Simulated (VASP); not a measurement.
# Be3CdO4 (Pmmm) in VASP: a series of runs

The runs below take Be3CdO4 through relaxation of cell and atoms, with PBE.

All numbers are computed with VASP 6.6.1; they aren't measurements. Logs are shortened: lines on timing, memory, paths and dates and some standing lists are left out, and cuts for length are marked.

### 1 The structure

It takes space group Pmmm (No. 47, orthorhombic). Conventional cell: a = 2.930 Å, b = 4.160 Å, c = 5.892 Å, α = 90.00°, β = 90.00°, γ = 90.00°. Be (site symmetry mm2) is surrounded by 6 O at 2.06 to 2.10 Å. Be (site symmetry mmm) has 6 O at 2.08 to 2.13 Å as nearest neighbours. Cd (site symmetry mmm) has 6 O at 2.03 to 2.08 Å as nearest neighbours. Around O (site symmetry mmm) lie 6 Be at 2.06 to 2.08 Å. O (site symmetry mm2) is surrounded by 2 Cd at 2.03 Å and 4 Be at 2.08 to 2.13 Å. Around O (site symmetry mmm) lie 2 Cd at 2.08 Å and 4 Be at 2.10 Å.

The cell was built by a generator and needn't be a form met in nature.

### 2 Relaxation of cell and atoms, PBE

Input file INCAR:

```
SYSTEM = Be3CdO4
PREC = Normal
ENCUT = 520
EDIFF = 1E-4
ISMEAR = 0
SIGMA = 0.15
LREAL = .FALSE.
LASPH = .TRUE.
NELM = 60
ALGO = Fast
ISIF = 3
LWAVE = .FALSE.
LCHARG = .FALSE.
GGA = PE
IBRION = 2
NSW = 24
EDIFFG = -0.08
```

Input file KPOINTS:

```
regular mesh
0
G
  5 4 3
  0 0 0
```

Input file POSCAR:

```
Be3CdO4
1.0
    2.9295751100      0.0000000000      0.0000000000
    0.0000000000      4.1603023900      0.0000000000
    0.0000000000      0.0000000000      5.8919806500
Be Cd O
3 1 4
Direct
    0.5000000000      0.5000000000      0.2545478900
    0.0000000000      0.0000000000      0.5000000000
    0.5000000000      0.5000000000      0.7454521100
    0.0000000000      0.0000000000      0.0000000000
    0.0000000000      0.5000000000      0.5000000000
    0.5000000000      0.0000000000      0.7620481300
    0.0000000000      0.5000000000      0.0000000000
    0.5000000000      0.0000000000      0.2379518700
```

Potentials or basis: VASP PAW PBE potentials, release 64 (Be, Cd, O).

Command:

```console
$ cat potpaw_PBE.64/Be/POTCAR potpaw_PBE.64/Cd/POTCAR potpaw_PBE.64/O/POTCAR > POTCAR
$ mpirun -np 1 vasp_std > vasp.out
```

OUTCAR:

```text
SYSTEM = Be3CdO4
   PREC = Normal
   ENCUT = 520
   EDIFF = 1E-4
   ISMEAR = 0
   LREAL = .FALSE.
   LASPH = .TRUE.
   NELM = 60
   ISIF = 3
   GGA = PE
   IBRION = 2
   NSW = 24
   EDIFFG = -0.08

 ion  position               nearest neighbor table
   1  0.500  0.500  0.255-   5 2.06   5 2.06   8 2.08   8 2.08   7 2.10   7 2.10   4 2.95   4 2.95
                             4 2.95   4 2.95
   2  0.000  0.000  0.500-   5 2.08   5 2.08   8 2.13   6 2.13   6 2.13   8 2.13   4 2.95   4 2.95

   3  0.500  0.500  0.745-   5 2.06   5 2.06   6 2.08   6 2.08   7 2.10   7 2.10   4 2.95   4 2.95
                             4 2.95   4 2.95
   4  0.000  0.000  0.000-   6 2.03   8 2.03   6 2.03   8 2.03   7 2.08   7 2.08   2 2.95   2 2.95
                             3 2.95   1 2.95   1 2.95   3 2.95   3 2.95   1 2.95   1 2.95   3 2.95
   5  0.000  0.500  0.500-   1 2.06   3 2.06   1 2.06   3 2.06   2 2.08   2 2.08
   6  0.500  0.000  0.762-   4 2.03   4 2.03   3 2.08   3 2.08   2 2.13   2 2.13
   7  0.000  0.500  0.000-   4 2.08   4 2.08   1 2.10   3 2.10   1 2.10   3 2.10
   8  0.500  0.000  0.238-   4 2.03   4 2.03   1 2.08   1 2.08   2 2.13   2 2.13

  LATTYP: Found a simple orthorhombic cell.
 ALAT       =     2.9295751100
 B/A-ratio  =     1.4201043611
 C/A-ratio  =     2.0112065500

  Lattice vectors:

 A1 = (   2.9295751100,   0.0000000000,   0.0000000000)
 A2 = (   0.0000000000,   4.1603023900,   0.0000000000)
 A3 = (   0.0000000000,   0.0000000000,   5.8919806500)

Analysis of symmetry for initial positions (statically):
=====================================================================
 Subroutine PRICEL returns:
 Original cell was already a primitive cell.

 Routine SETGRP: Setting up the symmetry group for a
 simple orthorhombic supercell.

 Subroutine GETGRP returns: Found  8 space group operations
 (whereof  8 operations were pure point group operations)
 out of a pool of  8 trial point group operations.

The static configuration has the point symmetry D_2h.

Analysis of symmetry for dynamics (positions and initial velocities):
=====================================================================
 Subroutine PRICEL returns:
 Original cell was already a primitive cell.

 Routine SETGRP: Setting up the symmetry group for a
 simple orthorhombic supercell.

 Subroutine GETGRP returns: Found  8 space group operations
 (whereof  8 operations were pure point group operations)
 out of a pool of  8 trial point group operations.

The dynamic configuration has the point symmetry D_2h.

 Subroutine INISYM returns: Found  8 space group operations
 (whereof  8 operations are pure point group operations),
 and found     1 'primitive' translations

----------------------------------------------------------------------------------------

                                     Primitive cell

  volume of cell :      71.8110

  direct lattice vectors                    reciprocal lattice vectors
     2.929575110  0.000000000  0.000000000     0.341346428  0.000000000  0.000000000
     0.000000000  4.160302390  0.000000000     0.000000000  0.240367143  0.000000000
     0.000000000  0.000000000  5.891980650     0.000000000  0.000000000  0.169722214

  length of vectors
     2.929575110  4.160302390  5.891980650     0.341346428  0.240367143  0.169722214

  position of ions in fractional coordinates (direct lattice)
     0.500000000  0.500000000  0.254547890
     0.000000000  0.000000000  0.500000000
     0.500000000  0.500000000  0.745452110
     0.000000000  0.000000000  0.000000000
     0.000000000  0.500000000  0.500000000
     0.500000000  0.000000000  0.762048130
     0.000000000  0.500000000  0.000000000
     0.500000000  0.000000000  0.237951870

  ion indices of the primitive-cell ions
   primitive index   ion index
                 1           1
                 2           2
                 3           3
                 4           4
                 5           5
                 6           6
                 7           7
                 8           8

----------------------------------------------------------------------------------------

 KPOINTS: regular mesh

Automatic generation of k-mesh.
 Grid dimensions read from file:
 generate k-points for:    5    4    3

 Generating k-lattice:

  Cartesian coordinates                     Fractional coordinates (reciprocal lattice)
     0.068269286  0.000000000  0.000000000     0.200000000  0.000000000  0.000000000
     0.000000000  0.060091786  0.000000000     0.000000000  0.250000000  0.000000000
     0.000000000  0.000000000  0.056574071     0.000000000  0.000000000  0.333333333

  Length of vectors
     0.068269286  0.060091786  0.056574071

  Shift w.r.t. Gamma in fractional coordinates (k-lattice)
     0.000000000  0.000000000  0.000000000

 Subroutine IBZKPT returns following result:
 ===========================================

 Found     18 irreducible k-points:

 Following reciprocal coordinates:
            Coordinates               Weight
  0.000000  0.000000  0.000000      1.000000
  0.200000  0.000000  0.000000      2.000000
  0.400000  0.000000  0.000000      2.000000
  0.000000  0.250000  0.000000      2.000000
  0.200000  0.250000  0.000000      4.000000
  0.400000  0.250000  0.000000      4.000000
[... 10 lines left out ...]
  0.200000  0.500000  0.333333      4.000000
  0.400000  0.500000  0.333333      4.000000
   k-points           NKPTS =     18   k-points in BZ     NKDIM =     18   number of bands    NBANDS=     26
   number of dos      NEDOS =    301   number of ions     NIONS =      8
   total plane-waves  NPLWV =  13824
   dimension x,y,z NGX =    16 NGY =   24 NGZ =   36
   dimension x,y,z NGXF=    32 NGYF=   48 NGZF=   72
   ions per type =               3   1   4
   NGX,Y,Z   is equivalent  to a cutoff of   9.08,  9.59, 10.16 a.u.
   NGXF,Y,Z  is equivalent  to a cutoff of  18.16, 19.18, 20.32 a.u.
 SYSTEM =  Be3CdO4
   PREC   = normal    normal or accurate (medium, high low for compatibility)
   ISTART =      0    job   : 0-new  1-cont  2-samecut
   ICHARG =      2    charge: 1-file 2-atom 10-const
   ISPIN  =      1    spin polarized calculation?
   LNONCOLLINEAR =      F non collinear calculations
   LSORBIT =      F    spin-orbit coupling
   LASPH  =      T    aspherical Exc in radial PAW
   ENCUT  =  520.0 eV  38.22 Ry    6.18 a.u.   5.45  7.74 10.96*2*pi/ulx,y,z
   NELM   =     60;   NELMIN=  2; NELMDL= -5     # of ELM steps
   EDIFF  = 0.1E-03   stopping-criterion for ELM
   LREAL  =      F    real-space projection
   EDIFFG = -.8E-01   stopping-criterion for IOM
   NSW    =     24    number of steps for IOM
   IBRION =      2    ionic relax: 0-MD 1-quasi-New 2-CG
   NFREE  =      1    steps in history (QN), initial steepest desc. (CG)
   ISIF   =      3    stress and relaxation
   ISYM   =      2    0-nonsym 1-usesym 2-fastsym
   POTIM  = 0.5000    time-step for ionic-motion
   TEBEG  =    0.0;   TEEND  =   0.0 temperature during run
   PSTRESS=    0.0 pullay stress
   NELECT =      42.0000    total number of electrons
   NUPDOWN=      -1.0000    fix difference up-down
   EMIN   =  10.00;   EMAX   =-10.00  energy-range for DOS
   EFERMI =   0.00;   METHOD = LEGACY
   ISMEAR =     0;   SIGMA  =   0.15  broadening in eV -4-tet -1-fermi 0-gaus
   EFERMI_NEDOS =   21; number of points for ismear=-14 and -15
   IALGO  =     68    algorithm
   IMIX   =      4    mixing-type and parameters
     AMIX     =   0.40;   BMIX     =  1.00
     AMIX_MAG =   1.60;   BMIX_MAG =  1.00
  volume/ion in A,a.u.               =       8.98        60.58
  Fermi-wavevector in a.u.,A,eV,Ry     =   1.369076  2.587179 25.502350  1.874370
  Thomas-Fermi vector in A             =   2.494984
   LORBIT       =      0    0 simple, 1 ext, 2 COOP (PROOUT), +10 PAW based schemes
   GGA     = PE    functional components
   LHFCALC =     F    Hartree Fock is set to
   AEXX    =    0.0000 exact exchange contribution
   IVDW    =     0    specifies the selected vdW correction
   LEPSILON=     F    determine dielectric tensor
   LRPA    =     F    only Hartree local field effects (RPA)
 conjugate gradient relaxation of ions
 non-spin polarized calculation
 RMM-DIIS sequential band-by-band and
 Gauss-broadening in eV      SIGMA  =   0.15
  energy-cutoff  :      520.00
  volume of cell :       71.81
 maximum number of plane-waves:      1969
   NGX = 11   NGY = 15   NGZ = 21

--------------------------------------- Ionic step        1  -------------------------------------------

 number of electron      41.9999970 magnetization

 Free energy of the ion-electron system (eV)
  ---------------------------------------------------
  ext. energy  EPLUGINS =         0.00000000
  ---------------------------------------------------
  free energy    TOTEN  =       -40.81720226 eV

  energy without entropy =      -40.81720209  energy(sigma->0) =      -40.81720217

------------------------ aborting loop because EDIFF is reached ----------------------------------------

  FORCE on cell =-STRESS in cart. coord.  units (eV):
  Direction    XX          YY          ZZ          XY          YZ          ZX
  --------------------------------------------------------------------------------------
  -------------------------------------------------------------------------------------
  Total        4.9976813      0.4370389      1.6734757      0.0000000      0.0000000      0.0000000
  in kB      111.5034478      9.7507904     37.3369770      0.0000000      0.0000000      0.0000000
  external PRESSURE =      52.8637384 kB  Pullay stress =       0.0000000 kB
[... 107 lines left out ...]
  FREE ENERGIE OF THE ION-ELECTRON SYSTEM (eV)
  ---------------------------------------------------
  free  energy   TOTEN  =       -43.1211759802 eV

  energy  without entropy=      -43.1211759802  energy(sigma->0) =      -43.12117598

[... ionic steps 4 to 11 ...]

--------------------------------------- Ionic step       12  -------------------------------------------

 number of electron      41.9999991 magnetization

------------------------ aborting loop because EDIFF is reached ----------------------------------------

  FORCE on cell =-STRESS in cart. coord.  units (eV):
  Direction    XX          YY          ZZ          XY          YZ          ZX
  --------------------------------------------------------------------------------------
  -------------------------------------------------------------------------------------
  Total       -0.1028984      0.1965990     -0.7793107      0.0000000      0.0000000      0.0000000
  in kB       -2.4407697      4.6633687    -18.4854051      0.0000000      0.0000000      0.0000000
  external PRESSURE =      -5.4209354 kB  Pullay stress =       0.0000000 kB
[... 69 lines left out ...]
  energy  without entropy=      -44.3034965625  energy(sigma->0) =      -44.30349656

--------------------------------------- Ionic step       14  -------------------------------------------

 number of electron      41.9999994 magnetization

 Free energy of the ion-electron system (eV)
  ---------------------------------------------------
  ext. energy  EPLUGINS =         0.00000000
  ---------------------------------------------------
  free energy    TOTEN  =       -44.30354514 eV

  energy without entropy =      -44.30354514  energy(sigma->0) =      -44.30354514

 E-fermi :   5.6166     XC(G=0): -11.6058

 val. band max:        4.9118418197   @ k =   0.2000   0.5000   0.3333
 cond. band min:       6.7801072248   @ k =   0.0000   0.0000   0.0000
 fundamental gap:      1.8682654051
 Fermi energy:         5.6166165255

 k-point     1 :       0.0000    0.0000    0.0000
  band No.  band energies     occupation
      1     -15.2439      2.00000
      2     -13.4527      2.00000
      3     -13.0717      2.00000
      4     -12.8950      2.00000
      5      -3.8098      2.00000
      6      -2.4954      2.00000
[... 546 lines left out ...]
  FREE ENERGIE OF THE ION-ELECTRON SYSTEM (eV)
  ---------------------------------------------------
  free  energy   TOTEN  =       -44.3035451394 eV

  energy  without entropy=      -44.3035451394  energy(sigma->0) =      -44.30354514

 reached required accuracy - stopping structural energy minimisation
```

Wall time 86 s (1 thread of Intel Xeon Platinum 8488C (Sapphire Rapids), shared host); peak memory 0.16 GiB.

What came out:

```
Free energy                            : -44.3035 eV
Relaxed volume                         : 8.43 Å³/atom
Relaxed cell                           : a = 2.699 Å, b = 4.274 Å, c = 5.845 Å, α = 90.00°, β = 90.00°, γ = 90.00°
Space group after relaxing (to 0.05 Å) : Pmmm (No. 47)
Energy gained by relaxing              : 435.8 meV/atom
Ionic steps                            : 14
Pressure after relaxing                : 0.0 GPa
Largest force after relaxing           : 0.059 eV/Å
Band gap on the k mesh                 : 1.87 eV, indirect (least direct gap 2.79 eV)
```

Forces on the atoms (eV/Å):
```
Be   0.000  0.000  0.001
Be   0.000  0.000  0.000
Be   0.000  0.000 -0.001
Cd   0.000  0.000  0.000
O    0.000  0.000  0.000
O    0.000  0.000  0.059
O    0.000  0.000  0.000
O    0.000  0.000 -0.059
```

Stress tensor (GPa, compression positive):
```
-0.37  0.00  0.00
 0.00  0.42  0.00
 0.00  0.00 -0.04
```

Step by step:
| step | energy change (eV) | largest force (eV/Å) | pressure (GPa) | volume (Å³) |
| --- | --- | --- | --- | --- |
| 1 | 0.0000 | 7.4675 | 5.29 | 71.81 |
| 2 | -2.2621 | 1.7592 | -15.39 | 74.92 |
| 3 | -2.3040 | 1.5740 | -14.40 | 74.52 |
| 4 | -3.0545 | 1.4850 | 1.16 | 66.69 |
| 5 | -3.0569 | 1.4691 | 2.50 | 66.24 |
| 6 | -3.4117 | 0.4088 | 7.34 | 64.94 |
| 7 | -3.4117 | 0.4128 | 7.21 | 64.93 |
| 8 | -3.4799 | 0.1239 | -1.65 | 68.15 |
| 9 | -3.4834 | 0.1662 | -1.11 | 67.61 |
| 10 | -3.4832 | 0.1820 | -0.25 | 67.43 |
| 11 | -3.4833 | 0.1703 | -0.35 | 67.48 |
| 12 | -3.4833 | 0.1655 | -0.54 | 67.54 |
| 13 | -3.4863 | 0.0834 | 0.01 | 67.43 |
| 14 | -3.4863 | 0.0595 | 0.00 | 67.44 |

Final structure:
```
Be Cd O
1.0
     2.69936    0.00000    0.00000
     0.00000    4.27444    0.00000
     0.00000    0.00000    5.84490
Be Cd O
3 1 4
Direct
  0.50000 0.50000 0.29043
  0.00000 0.00000 0.50000
  0.50000 0.50000 0.70957
  0.00000 0.00000 0.00000
  0.00000 0.50000 0.50000
  0.50000 0.00000 0.69210
  0.00000 0.50000 0.00000
  0.50000 0.00000 0.30790
```

Levels at points of the mesh, in eV from the valence-band top:
| k point | band 17 | band 18 | band 19 | band 20 | band 21 | band 22 | band 23 | band 24 | band 25 | band 26 |
| --- | --- | --- | --- | --- | --- | --- | --- | --- | --- | --- |
| (0.00, 0.00, 0.00) | -2.34 | -1.67 | -1.52 | -1.01 | -0.93 | 1.87 | 4.83 | 6.68 | 7.15 | 8.61 |
| (0.00, 0.50, 0.00) | -2.18 | -1.91 | -0.94 | -0.90 | -0.74 | 3.61 | 4.68 | 5.49 | 6.69 | 7.99 |

Caveat: the k mesh is coarse (spacing up to 0.43 Å⁻¹), so the values aren't converged; an odd mesh through Γ misses points on the zone boundary, where band edges often lie; the relaxation stopped at a loose force limit of 0.08 eV/Å, so its end isn't a converged minimum.

(Part 1 of 2 ends here.)
